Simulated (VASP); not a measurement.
Output of a VASP run:

OSZICAR:
```
       N       E                     dE             d eps       ncg     rms          rms(c)
DAV:   1     0.787546004679E+02    0.78755E+02   -0.69908E+03  2408   0.134E+03
DAV:   2    -0.984003106225E+01   -0.88595E+02   -0.86857E+02  2466   0.353E+02
DAV:   3    -0.112292855483E+02   -0.13893E+01   -0.13627E+01  2568   0.516E+01
DAV:   4    -0.112387962251E+02   -0.95107E-02   -0.95040E-02  2442   0.434E+00
DAV:   5    -0.112388931920E+02   -0.96967E-04   -0.96968E-04  2488   0.451E-01    0.185E+01
DAV:   6    -0.962879457459E+01    0.16101E+01   -0.67733E+00  2412   0.384E+01    0.137E+00
DAV:   7    -0.960885011961E+01    0.19944E-01   -0.26307E-02  2418   0.276E+00    0.868E-01
DAV:   8    -0.959875303382E+01    0.10097E-01   -0.71040E-03  2424   0.141E+00    0.513E-02
DAV:   9    -0.959879348215E+01   -0.40448E-04   -0.64732E-05  2408   0.131E-01    0.299E-02
DAV:  10    -0.959880032432E+01   -0.68422E-05   -0.43378E-06  2372   0.235E-02    0.163E-03
DAV:  11    -0.959880049307E+01   -0.16876E-06   -0.17902E-07  1200   0.635E-03
   1 F= -.95988005E+01 E0= -.95990805E+01  d E =-.959880E+01
       N       E                     dE             d eps       ncg     rms          rms(c)
DAV:   1    -0.152394051816E+02   -0.56406E+01   -0.11921E+02  2400   0.184E+02    0.314E+01
DAV:   2    -0.973448676867E+01    0.55049E+01   -0.18091E+01  2406   0.718E+01    0.583E+00
DAV:   3    -0.959473770095E+01    0.13975E+00   -0.38319E-01  2410   0.906E+00    0.484E+00
DAV:   4    -0.956464114856E+01    0.30097E-01   -0.54805E-02  2402   0.350E+00    0.336E-01
DAV:   5    -0.956450351802E+01    0.13763E-03   -0.51497E-03  2430   0.107E+00    0.104E-01
DAV:   6    -0.956437603997E+01    0.12748E-03   -0.13180E-04  2402   0.181E-01    0.163E-02
DAV:   7    -0.956437190790E+01    0.41321E-05   -0.57328E-06  2428   0.339E-02    0.221E-03
DAV:   8    -0.956437250393E+01   -0.59603E-06   -0.38278E-08  1200   0.280E-03
   2 F= -.95643725E+01 E0= -.95651241E+01  d E =0.344280E-01
       N       E                     dE             d eps       ncg     rms          rms(c)
DAV:   1    -0.116625108338E+02   -0.20981E+01   -0.43657E+01  2400   0.123E+02    0.146E+01
DAV:   2    -0.967293047135E+01    0.19896E+01   -0.96517E+00  2402   0.438E+01    0.240E+00
DAV:   3    -0.964904605012E+01    0.23884E-01   -0.39893E-02  2400   0.303E+00    0.120E+00
DAV:   4    -0.963968677556E+01    0.93593E-02   -0.21248E-02  2402   0.204E+00    0.192E-01
DAV:   5    -0.963972312463E+01   -0.36349E-04   -0.87299E-04  2432   0.439E-01    0.402E-02
DAV:   6    -0.963969026100E+01    0.32864E-04   -0.10408E-04  2412   0.148E-01    0.124E-02
DAV:   7    -0.963969075799E+01   -0.49699E-06   -0.63415E-07  1242   0.139E-02
   3 F= -.96396908E+01 E0= -.96400683E+01  d E =-.408903E-01
       N       E                     dE             d eps       ncg     rms          rms(c)
DAV:   1    -0.964017203645E+01   -0.48178E-03   -0.99914E-03  2400   0.178E+00    0.244E-01
DAV:   2    -0.963971678084E+01    0.45526E-03   -0.19786E-03  2404   0.661E-01    0.464E-02
DAV:   3    -0.963971170160E+01    0.50792E-05   -0.62921E-06  2376   0.344E-02    0.289E-02
DAV:   4    -0.963970956675E+01    0.21349E-05   -0.42576E-06  2358   0.276E-02    0.148E-03
DAV:   5    -0.963970948830E+01    0.78453E-07   -0.54086E-08  1200   0.352E-03
   4 F= -.96397095E+01 E0= -.96400853E+01  d E =-.409090E-01
```

File OUTCAR:
```
------------------------ aborting loop because EDIFF is reached ----------------------------------------
  FORCE on cell =-STRESS in cart. coord.  units (eV):
  Direction    XX          YY          ZZ          XY          YZ          ZX
  --------------------------------------------------------------------------------------
  Total       -0.0006399     -0.0006399     -0.0006399     -0.0000000      0.0000000     -0.0000000
  in kB       -0.0792024     -0.0792024     -0.0792024     -0.0000000      0.0000000     -0.0000000
  external PRESSURE =      -0.0792024 kB  Pullay stress =       0.0000000 kB
  volume of cell :       12.94
      direct lattice vectors                 reciprocal lattice vectors
    -1.479098340  1.479098340  1.479098340     0.000000000  0.338043784  0.338043784
     1.479098340 -1.479098340  1.479098340     0.338043784  0.000000000  0.338043784
     1.479098340  1.479098340 -1.479098340     0.338043784  0.338043784  0.000000000
 POSITION                                       TOTAL-FORCE (eV/Angst)
 -----------------------------------------------------------------------------------
     -1.47910      1.47910      1.47910         0.000000     -0.000000      0.000000
 -----------------------------------------------------------------------------------
    total drift:                               -0.000000     -0.000000      0.000000
  FREE ENERGIE OF THE ION-ELECTRON SYSTEM (eV)
  ---------------------------------------------------
  free  energy   TOTEN  =        -9.6397094883 eV

  energy  without entropy=       -9.6408370094  energy(sigma->0) =       -9.64008533

 reached required accuracy - stopping structural energy minimisation
```
(Selected blocks of OUTCAR.)

POSCAR:
```
V
1
   -1.5150000000     1.5150000000     1.5150000000
    1.5150000000    -1.5150000000     1.5150000000
    1.5150000000     1.5150000000    -1.5150000000
V
1
Direct
  0.0000000000   0.0000000000   0.0000000000
```

Task: Reconstruct the remaining input files.

Result: One answer among several that fit: the input of the run itself, PBEsol GGA, plane waves, VASP's PBE PAW potentials (set 64).

### KPOINTS
```
Regular mesh
0
gamma
 15 15 15
```

**INCAR**
```
! general
SYSTEM =V
PREC   =Accurate
ENCUT  =480
LREAL  =.FALSE.
LASPH  =.TRUE.

! electronic loop
EDIFF  =1E-6
NELM   =100
ALGO   =Normal
LMAXMIX=4

! smearing
ISMEAR =1
SIGMA  =0.1

! functional
GGA    =PS

! ions
IBRION =2
NSW    =60
ISIF   =3
EDIFFG =-0.01

! output
LWAVE  =.FALSE.
LCHARG =.FALSE.
```

POTCAR, in this order: V_sv (PBE.64 set). Program: vasp_std.

Energy and stress use the plane-wave basis of the starting cell.

The compound is V in the bcc structure. This run relaxes it. Symmetry was kept, so distortions that lower it aren't found. The run is not spin-polarised, so no magnetic state was tried.
